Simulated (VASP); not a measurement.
Data:

```
Mn
1.0
    3.84765     0.00000     0.00000
   -1.92382     3.33216     0.00000
    0.00000     0.00000     2.41564
Mn
3
Direct
  0.00000   0.00000   0.00000
  0.33333   0.66667   0.50000
  0.66667   0.33333   0.50000
```

The numbers are results of PBEsol GGA, VASP's PBE PAW potentials (set 64) (plane waves; VASP), not measurements. Numerical set-up: 400 eV cut-off, 10×10×14 Γ-centred mesh, tetrahedra with Blöchl corrections, potentials Mn_pv.

The cores are frozen, which limits the accuracy of field gradients.

Q: Give the principal components of the electric field gradient (V/Å²) and the asymmetry η at each nucleus.

A: 
```json
[
 {"atom": "Mn1", "Vxx": "-6.6", "Vyy": "-6.6", "Vzz": "13.2", "η": "0.00"},
 {"atom": "Mn2", "Vxx": "-11.2", "Vyy": "-11.2", "Vzz": "22.4", "η": "0.00"},
 {"atom": "Mn3", "Vxx": "-11.2", "Vyy": "-11.2", "Vzz": "22.4", "η": "0.00"}
]
```

The structure was generated: Mn was put into the omega type (P6/mmm), which need not be its known phase. It was relaxed first, which changed the volume by -9 %. The run is not spin-polarised, so no magnetic state was tried.
